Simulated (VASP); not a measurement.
# TaAl (P6/mmm) in VASP: further runs

One crystal, TaAl, is run at these levels: PBE; tasks: relaxation of cell and atoms.

Everything below comes from runs of VASP 6.6.1. Logs are shortened: lines on timing, memory, paths and dates and some standing lists are left out, and cuts for length are marked.

### 1 The structure

Symmetry: P6/mmm, No. 191, hexagonal system. The conventional cell has a = 2.811 Å, b = 2.811 Å, c = 5.385 Å, α = 90.00°, β = 90.00°, γ = 120.00°. Ta (site symmetry 6/mmm) has 2 Al at 2.69 Å and 6 Ta at 2.81 Å as nearest neighbours. Al (site symmetry 6/mmm) is surrounded by 2 Ta at 2.69 Å and 6 Al at 2.81 Å.

The cell was built by a generator and needn't be a form met in nature.

### 2 Relaxation of cell and atoms, PBE

Contents of INCAR:

```
SYSTEM = TaAl
PREC     = Normal         ! precision mode
ENCUT    = 520            ! plane-wave cutoff, eV
EDIFF    = 1E-4           ! SCF threshold, eV
ISMEAR   = 0              ! smearing method
SIGMA    = 0.15           ! smearing width, eV
LREAL    = .False.        ! projectors in reciprocal space
LASPH    = .True.         ! aspherical terms in the spheres
NELM     = 60             ! most SCF steps
ALGO     = Fast           ! electronic algorithm
ISIF     = 3              ! what is computed and relaxed
LWAVE    = .False.        ! write WAVECAR
LCHARG   = .False.        ! write CHGCAR
GGA      = PE             ! functional
IBRION   = 2              ! ionic algorithm
NSW      = 24             ! ionic steps
EDIFFG   = -0.08          ! ionic threshold
```

Contents of KPOINTS:

```
regular mesh
0
Gamma
  8 8 4
  0 0 0
```

Contents of POSCAR:

```
TaAl
1.0
    2.8108438500      0.0000000000      0.0000000000
   -1.4054219200      2.4342621800      0.0000000000
    0.0000000000      0.0000000000      5.3849047500
Ta Al
1 1
Direct
    0.0000000000      0.0000000000      0.0000000000
    0.0000000000      0.0000000000      0.5000000000
```

Potentials or basis: VASP PAW PBE potentials, release 64 (Ta_pv, Al).

Started as:

```console
$ cat potpaw_PBE.64/Ta_pv/POTCAR potpaw_PBE.64/Al/POTCAR > POTCAR
$ mpirun -np 1 vasp_std > vasp.out
```

OUTCAR:

```text
SYSTEM = TaAl
   PREC = Normal
   ENCUT = 520
   EDIFF = 1E-4
   ISMEAR = 0
   LREAL = .False.
   LASPH = .True.
   NELM = 60
   ISIF = 3
   GGA = PE
   IBRION = 2
   NSW = 24
   EDIFFG = -0.08

 ion  position               nearest neighbor table
   1  0.000  0.000  0.000-   2 2.69   2 2.69
   2  0.000  0.000  0.500-   1 2.69   1 2.69

  LATTYP: Found a hexagonal cell.
 ALAT       =     2.8108438500
 C/A-ratio  =     1.9157609022

  Lattice vectors:

 A1 = (   2.8108438500,   0.0000000000,   0.0000000000)
 A2 = (  -1.4054219200,   2.4342621800,   0.0000000000)
 A3 = (   0.0000000000,   0.0000000000,   5.3849047500)

Analysis of symmetry for initial positions (statically):
=====================================================================
 Subroutine PRICEL returns:
 Original cell was already a primitive cell.

 Routine SETGRP: Setting up the symmetry group for a
 hexagonal supercell.

 Subroutine GETGRP returns: Found 24 space group operations
 (whereof 24 operations were pure point group operations)
 out of a pool of 24 trial point group operations.

The static configuration has the point symmetry D_6h.

Analysis of symmetry for dynamics (positions and initial velocities):
=====================================================================
 Subroutine PRICEL returns:
 Original cell was already a primitive cell.

 Routine SETGRP: Setting up the symmetry group for a
 hexagonal supercell.

 Subroutine GETGRP returns: Found 24 space group operations
 (whereof 24 operations were pure point group operations)
 out of a pool of 24 trial point group operations.

The dynamic configuration has the point symmetry D_6h.

 Subroutine INISYM returns: Found 24 space group operations
 (whereof 24 operations are pure point group operations),
 and found     1 'primitive' translations

----------------------------------------------------------------------------------------

                                     Primitive cell

  volume of cell :      36.8453

  direct lattice vectors                    reciprocal lattice vectors
     2.810843850  0.000000000  0.000000000     0.355765049  0.205401046  0.000000000
    -1.405421920  2.434262180  0.000000000     0.000000000  0.410802094  0.000000000
     0.000000000  0.000000000  5.384904750     0.000000000  0.000000000  0.185704306

  length of vectors
     2.810843850  2.810843847  5.384904750     0.410802093  0.410802094  0.185704306

  position of ions in fractional coordinates (direct lattice)
     0.000000000  0.000000000  0.000000000
     0.000000000  0.000000000  0.500000000

  ion indices of the primitive-cell ions
   primitive index   ion index
                 1           1
                 2           2

----------------------------------------------------------------------------------------

 KPOINTS: regular mesh

Automatic generation of k-mesh.
 Grid dimensions read from file:
 generate k-points for:    8    8    4

 Generating k-lattice:

  Cartesian coordinates                     Fractional coordinates (reciprocal lattice)
     0.044470631  0.025675131  0.000000000     0.125000000  0.000000000  0.000000000
     0.000000000  0.051350262  0.000000000     0.000000000  0.125000000  0.000000000
     0.000000000  0.000000000  0.046426077     0.000000000  0.000000000  0.250000000

  Length of vectors
     0.051350262  0.051350262  0.046426077

  Shift w.r.t. Gamma in fractional coordinates (k-lattice)
     0.000000000  0.000000000  0.000000000

 Subroutine IBZKPT returns following result:
 ===========================================

 Found     30 irreducible k-points:

 Following reciprocal coordinates:
            Coordinates               Weight
  0.000000  0.000000  0.000000      1.000000
  0.125000  0.000000  0.000000      6.000000
  0.250000  0.000000  0.000000      6.000000
  0.375000  0.000000  0.000000      6.000000
  0.500000  0.000000  0.000000      3.000000
  0.125000  0.125000  0.000000      6.000000
[... 16 lines left out ...]
  0.250000  0.000000  0.500000      6.000000
  0.375000  0.000000  0.500000      6.000000
 [... further k-points ...]
   k-points           NKPTS =     30   k-points in BZ     NKDIM =     30   number of bands    NBANDS=     11
   number of dos      NEDOS =    301   number of ions     NIONS =      2
   total plane-waves  NPLWV =   7680
   dimension x,y,z NGX =    16 NGY =   16 NGZ =   30
   dimension x,y,z NGXF=    32 NGYF=   32 NGZF=   60
   ions per type =               1   1
   NGX,Y,Z   is equivalent  to a cutoff of   9.46,  9.46,  9.26 a.u.
   NGXF,Y,Z  is equivalent  to a cutoff of  18.93, 18.93, 18.52 a.u.
 SYSTEM =  TaAl
   PREC   = normal    normal or accurate (medium, high low for compatibility)
   ISTART =      0    job   : 0-new  1-cont  2-samecut
   ICHARG =      2    charge: 1-file 2-atom 10-const
   ISPIN  =      1    spin polarized calculation?
   LNONCOLLINEAR =      F non collinear calculations
   LSORBIT =      F    spin-orbit coupling
   LASPH  =      T    aspherical Exc in radial PAW
   ENCUT  =  520.0 eV  38.22 Ry    6.18 a.u.   5.23  5.23 10.01*2*pi/ulx,y,z
   NELM   =     60;   NELMIN=  2; NELMDL= -5     # of ELM steps
   EDIFF  = 0.1E-03   stopping-criterion for ELM
   LREAL  =      F    real-space projection
   EDIFFG = -.8E-01   stopping-criterion for IOM
   NSW    =     24    number of steps for IOM
   IBRION =      2    ionic relax: 0-MD 1-quasi-New 2-CG
   NFREE  =      1    steps in history (QN), initial steepest desc. (CG)
   ISIF   =      3    stress and relaxation
   ISYM   =      2    0-nonsym 1-usesym 2-fastsym
   POTIM  = 0.5000    time-step for ionic-motion
   TEBEG  =    0.0;   TEEND  =   0.0 temperature during run
   PSTRESS=    0.0 pullay stress
   NELECT =      14.0000    total number of electrons
   NUPDOWN=      -1.0000    fix difference up-down
   EMIN   =  10.00;   EMAX   =-10.00  energy-range for DOS
   EFERMI =   0.00;   METHOD = LEGACY
   ISMEAR =     0;   SIGMA  =   0.15  broadening in eV -4-tet -1-fermi 0-gaus
   EFERMI_NEDOS =   21; number of points for ismear=-14 and -15
   IALGO  =     68    algorithm
   IMIX   =      4    mixing-type and parameters
     AMIX     =   0.40;   BMIX     =  1.00
     AMIX_MAG =   1.60;   BMIX_MAG =  1.00
  volume/ion in A,a.u.               =      18.42       124.32
  Fermi-wavevector in a.u.,A,eV,Ry     =   1.185742  2.240727 19.129570  1.405984
  Thomas-Fermi vector in A             =   2.321929
   LORBIT       =      0    0 simple, 1 ext, 2 COOP (PROOUT), +10 PAW based schemes
   GGA     = PE    functional components
   LHFCALC =     F    Hartree Fock is set to
   AEXX    =    0.0000 exact exchange contribution
   IVDW    =     0    specifies the selected vdW correction
   LEPSILON=     F    determine dielectric tensor
   LRPA    =     F    only Hartree local field effects (RPA)
 conjugate gradient relaxation of ions
 non-spin polarized calculation
 RMM-DIIS sequential band-by-band and
 Gauss-broadening in eV      SIGMA  =   0.15
  energy-cutoff  :      520.00
  volume of cell :       36.85
 maximum number of plane-waves:      1008
   NGX = 11   NGY = 11   NGZ = 21

--------------------------------------- Ionic step        1  -------------------------------------------

 number of electron      14.0000011 magnetization

 Free energy of the ion-electron system (eV)
  ---------------------------------------------------
  ext. energy  EPLUGINS =         0.00000000
  ---------------------------------------------------
  free energy    TOTEN  =       -14.23456687 eV

  energy without entropy =      -14.21493349  energy(sigma->0) =      -14.22475018

------------------------ aborting loop because EDIFF is reached ----------------------------------------

  FORCE on cell =-STRESS in cart. coord.  units (eV):
  Direction    XX          YY          ZZ          XY          YZ          ZX
  --------------------------------------------------------------------------------------
  -------------------------------------------------------------------------------------
  Total        2.4104968      2.4104968     -0.3539206      0.0000000     -0.0000000     -0.0000000
  in kB      104.8177995    104.8177995    -15.3898492      0.0000002     -0.0000000     -0.0000000
  external PRESSURE =      64.7485833 kB  Pullay stress =       0.0000000 kB

 VOLUME and BASIS-vectors are now :
 -----------------------------------------------------------------------------
  energy-cutoff  :      520.00
  volume of cell :       36.85
      direct lattice vectors                 reciprocal lattice vectors
     2.810843850  0.000000000  0.000000000     0.355765049  0.205401046  0.000000000
    -1.405421920  2.434262180  0.000000000     0.000000000  0.410802094  0.000000000
     0.000000000  0.000000000  5.384904750     0.000000000  0.000000000  0.185704306
[... 181 lines left out ...]
 POSITION                                       TOTAL-FORCE (eV/Angst)
 -----------------------------------------------------------------------------------
      0.00000      0.00000     -0.00000         0.000000      0.000000      0.000000
     -0.00000     -0.00000      2.68131        -0.000000     -0.000000      0.000000
 -----------------------------------------------------------------------------------
    total drift:                                0.000000     -0.000000     -0.000000

  FREE ENERGIE OF THE ION-ELECTRON SYSTEM (eV)
  ---------------------------------------------------
  free  energy   TOTEN  =       -14.3014304229 eV

  energy  without entropy=      -14.2784230094  energy(sigma->0) =      -14.28992672

--------------------------------------- Ionic step        7  -------------------------------------------

 number of electron      14.0000012 magnetization

 Free energy of the ion-electron system (eV)
  ---------------------------------------------------
  ext. energy  EPLUGINS =         0.00000000
  ---------------------------------------------------
  free energy    TOTEN  =       -14.30207860 eV

  energy without entropy =      -14.27874326  energy(sigma->0) =      -14.29041093

 E-fermi :   5.7659     XC(G=0): -10.9224

 val. band max:        5.7397403322   @ k =   0.3750   0.2500   0.0000
 cond. band min:       5.7682830704   @ k =   0.2500   0.0000   0.5000
 fundamental gap:      0.0285427382
 Fermi energy:         5.7659132038

 k-point     1 :       0.0000    0.0000    0.0000
  band No.  band energies     occupation
      1     -28.6450      2.00000
      2     -27.8139      2.00000
      3     -27.8139      2.00000
      4      -3.5328      2.00000
      5       1.0429      2.00000
      6       3.1303      2.00000
      7       6.7957      0.00000
      8       6.7958      0.00000
      9       7.0644      0.00000
     10       9.6975      0.00000
     11       9.6975      0.00000

 k-point     2 :       0.1250    0.0000    0.0000
  band No.  band energies     occupation
      1     -28.6226      2.00000
      2     -27.9729      2.00000
      3     -27.8500      2.00000
      4      -3.1303      2.00000
      5       1.6653      2.00000
      6       3.2189      2.00000
      7       6.2300      0.00001
      8       7.1520      0.00000
      9       7.3573      0.00000
     10       9.1582      0.00000
     11       9.4825      0.00000
[... 295 lines left out ...]
 k-point    24 :       0.3750    0.0000    0.5000
  band No.  band energies     occupation
      1     -28.6948      2.00000
      2     -28.5150      2.00000
      3     -28.0207      2.00000
      4       0.2953      2.00000
      5       2.1096      2.00000
      6       4.1019      2.00000
      7       4.7105      2.00000
      8       6.7895      0.00000
      9       7.6970      0.00000
     10       8.3948      0.00000
     11      11.1335      0.00000

 [... further k-points ...]
[... 5 lines left out ...]
  --------------------------------------------------------------------------------------
  -------------------------------------------------------------------------------------
  Total        0.0723371      0.0723371      0.1248563      0.0000000     -0.0000000      0.0000000
  in kB        3.0030989      3.0030989      5.1834533      0.0000000     -0.0000000      0.0000000
  external PRESSURE =       3.7298837 kB  Pullay stress =       0.0000000 kB

 VOLUME and BASIS-vectors are now :
 -----------------------------------------------------------------------------
  energy-cutoff  :      520.00
  volume of cell :       38.59
      direct lattice vectors                 reciprocal lattice vectors
     2.890069236  0.000000000 -0.000000000     0.346012472  0.199770393  0.000000000
    -1.445034613  2.502873377 -0.000000000    -0.000000000  0.399540788  0.000000000
    -0.000000000 -0.000000000  5.335249647     0.000000000  0.000000000  0.187432654

 POSITION                                       TOTAL-FORCE (eV/Angst)
 -----------------------------------------------------------------------------------
      0.00000      0.00000     -0.00000        -0.000000     -0.000000      0.000000
      1.44503      2.50287      2.66762         0.000000      0.000000      0.000000
 -----------------------------------------------------------------------------------
    total drift:                               -0.000000      0.000000     -0.000000

  FREE ENERGIE OF THE ION-ELECTRON SYSTEM (eV)
  ---------------------------------------------------
  free  energy   TOTEN  =       -14.3020786015 eV

  energy  without entropy=      -14.2787432594  energy(sigma->0) =      -14.29041093

 reached required accuracy - stopping structural energy minimisation
```

Run time: 14 s. Hardware: 1 thread of AMD EPYC 9R14 (Zen 4), shared host; peak memory 0.1 GiB.

Results:

* Free energy: -14.3021 eV
* Relaxed volume: 19.30 Å³/atom
* Relaxed cell: a = 2.890 Å, b = 2.890 Å, c = 5.335 Å, α = 90.00°, β = 90.00°, γ = 120.00°
* Space group after relaxing (to 0.05 Å): P6/mmm (No. 191)
* Energy gained by relaxing: 33.8 meV/atom
* Ionic steps: 7
* Pressure after relaxing: 0.4 GPa
* Band gap on the k mesh: none (metal or under the smearing width)

Stress tensor (GPa, compression positive):
```
0.30 0.00 0.00
0.00 0.30 0.00
0.00 0.00 0.52
```

The path:
| step | energy change (eV) | largest force (eV/Å) | pressure (GPa) | volume (Å³) |
| --- | --- | --- | --- | --- |
| 1 | 0.0000 | 0.0000 | 6.47 | 36.85 |
| 2 | -0.0114 | 0.0000 | -5.33 | 40.90 |
| 3 | -0.0670 | 0.0000 | -0.51 | 38.88 |
| 4 | -0.0670 | 0.0000 | -0.64 | 38.84 |
| 5 | -0.0506 | 0.0000 | 2.35 | 37.84 |
| 6 | -0.0669 | 0.0000 | -0.07 | 38.79 |
| 7 | -0.0675 | 0.0000 | 0.37 | 38.59 |

Final structure:
```xyz
2
Lattice="2.8901 0.0000 0.0000 -1.4450 2.5029 0.0000 0.0000 0.0000 5.3352" Properties=species:S:1:pos:R:3 pbc="T T T"
Ta    0.0000    0.0000    0.0000
Al    1.4450    2.5029    2.6676
```

Levels at points of the mesh, in eV from the Fermi level:
| k point | band 5 | band 6 | band 7 | band 8 | band 9 | band 10 |
| --- | --- | --- | --- | --- | --- | --- |
| (0.00, 0.00, 0.00) | -4.72 | -2.64 | 1.03 | 1.03 | 1.30 | 3.93 |
| (0.50, 0.00, 0.00) | -2.97 | -2.58 | -2.34 | 2.37 | 2.65 | 3.83 |
| (0.00, 0.00, 0.50) | -6.73 | -2.83 | 1.04 | 1.04 | 3.88 | 3.88 |
| (0.50, 0.00, 0.50) | -3.47 | -2.46 | -1.08 | 1.04 | 1.21 | 2.45 |

Caveat: the relaxation stopped at a loose force limit of 0.08 eV/Å, so its end isn't a converged minimum. The run has no spin-orbit coupling, so splittings on Ta are missing.

### 3 Relaxation of cell and atoms, PBE

This run uses another cell than the first one, of 17.34 Å³/atom, 0.941 times its volume.

INCAR is that of step 2.

KPOINTS is that of step 2.

Contents of POSCAR:

```
TaAl
1.0
    2.5554104400      0.0000000000      0.0000000000
    0.0000000000      2.5554104400      0.0000000000
    0.0000000000      0.0000000000      5.3108684300
Ta Al
1 1
Direct
    0.5000000000      0.5000000000      0.2156241600
    0.5000000000      0.5000000000      0.7730896500
```

Potentials or basis: VASP PAW PBE potentials, release 64 (Ta_pv, Al).

Started as:

```console
$ cat potpaw_PBE.64/Ta_pv/POTCAR potpaw_PBE.64/Al/POTCAR > POTCAR
$ mpirun -np 1 vasp_std > vasp.out
```

Run time: 26 s. Hardware: 1 thread of AMD EPYC 9R14 (Zen 4), shared host; peak memory 0.1 GiB.

It converged, with:

* Free energy: -14.0199 eV
* Relaxed volume: 20.18 Å³/atom
* Relaxed cell: a = 2.757 Å, b = 2.757 Å, c = 5.310 Å, α = 90.00°, β = 90.00°, γ = 90.00°
* Space group after relaxing (to 0.05 Å): P4/mmm (No. 123)
* Energy gained by relaxing: 512.8 meV/atom
* Ionic steps: 11
* Pressure after relaxing: -0.1 GPa
* Band gap on the k mesh: none (metal or under the smearing width)

Forces in eV/Å, atoms in the order of the input:
```
Ta   0.000  0.000  0.003
Al   0.000  0.000 -0.003
```

The path:
| step | energy change (eV) | largest force (eV/Å) | pressure (GPa) | volume (Å³) |
| --- | --- | --- | --- | --- |
| 1 | 0.0000 | 3.6964 | 28.15 | 34.68 |
| 2 | -0.2702 | 0.1486 | -15.95 | 52.27 |
| 3 | -0.8895 | 0.7129 | -4.38 | 42.75 |
| 4 | -0.8911 | 0.7667 | -4.08 | 42.47 |
| 5 | -0.8911 | 0.8329 | -3.34 | 42.13 |
| 6 | -1.0039 | 0.4453 | -0.47 | 40.59 |
| 7 | -1.0062 | 0.5293 | -0.78 | 40.75 |
| 8 | -1.0228 | 0.1741 | 1.08 | 39.91 |
| 9 | -1.0246 | 0.0102 | 0.72 | 40.11 |
| 10 | -1.0249 | 0.0035 | -0.65 | 40.56 |
| 11 | -1.0255 | 0.0026 | -0.13 | 40.36 |

Final structure:
```yaml
crystal:
  lattice:
    - [2.75691, 0.00000, 0.00000]
    - [0.00000, 2.75691, 0.00000]
    - [0.00000, 0.00000, 5.30991]
  atoms:
    - { symbol: Ta, position: [0.50000, 0.50000, 0.24433] }
    - { symbol: Al, position: [0.50000, 0.50000, 0.74438] }
```

Levels at points of the mesh, in eV from the Fermi level:
| k point | band 3 | band 4 | band 5 | band 6 | band 7 | band 8 | band 9 | band 10 | band 11 |
| --- | --- | --- | --- | --- | --- | --- | --- | --- | --- |
| (0.00, 0.00, 0.00) | -33.56 | -8.83 | -4.29 | -2.22 | -2.17 | 1.62 | 3.64 | 3.64 | 6.07 |
| (0.50, 0.00, 0.00) | -33.47 | -4.90 | -3.09 | -2.32 | -1.83 | 1.68 | 2.61 | 3.40 | 3.91 |
| (0.50, 0.50, 0.00) | -34.02 | -3.31 | -1.21 | -0.70 | -0.70 | 0.42 | 0.42 | 4.00 | 5.45 |
| (0.00, 0.00, 0.50) | -33.56 | -7.78 | -6.30 | -2.52 | -2.20 | 3.52 | 3.52 | 5.09 | 6.07 |
| (0.50, 0.00, 0.50) | -33.47 | -4.11 | -3.40 | -2.89 | -1.09 | 0.65 | 1.11 | 2.62 | 4.26 |
| (0.50, 0.50, 0.50) | -34.02 | -3.24 | -1.66 | -1.66 | 0.07 | 1.87 | 3.17 | 3.20 | 3.20 |

Caveat: the volume moved by over 15 % at a fixed basis, so the end points are rough; the relaxation stopped at a loose force limit of 0.08 eV/Å, so its end isn't a converged minimum.
